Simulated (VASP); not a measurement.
Crystal: Sb2Mo.

```
CELL_PARAMETERS angstrom
6.04275 0.00000 0.00000
0.00000 6.89120 0.00000
0.00000 0.00000 3.27978
ATOMIC_POSITIONS crystal
Mo 0.00000 0.00000 0.00000
Mo 0.50000 0.50000 0.50000
Sb 0.17640 0.36380 0.00000
Sb 0.82360 0.63620 0.00000
Sb 0.67640 0.13620 0.50000
Sb 0.32360 0.86380 0.50000
```

The cell was built by a generator and needn't be a form met in nature.

Base run:

* Program: VASP 6.6.1
* Functional: PBEsol
* Potentials or basis: VASP PAW PBE potentials, release 64 (Mo_sv, Sb)
* Cutoff: 520 eV
* k mesh: 3 × 3 × 6
* Occupations: fermi-dirac, width 0.1 eV
* Spin: no spin polarisation

Its results: band gap on the k mesh none (metal or under the smearing width); pressure 0.9 GPa; largest force 0.904 eV/Å.

**Question.** The run is repeated on the same cell with these changes: functional from PBEsol to revPBE. What comes out?

**Answer.** Band gap on the k mesh none (metal or under the smearing width); pressure 6.5 GPa; largest force 0.824 eV/Å.

revPBE binds less tightly than PBEsol, so the same cell stands under more pressure.

Caveats: the PAW data sets were made with another functional, which shifts forces and pressure a little.
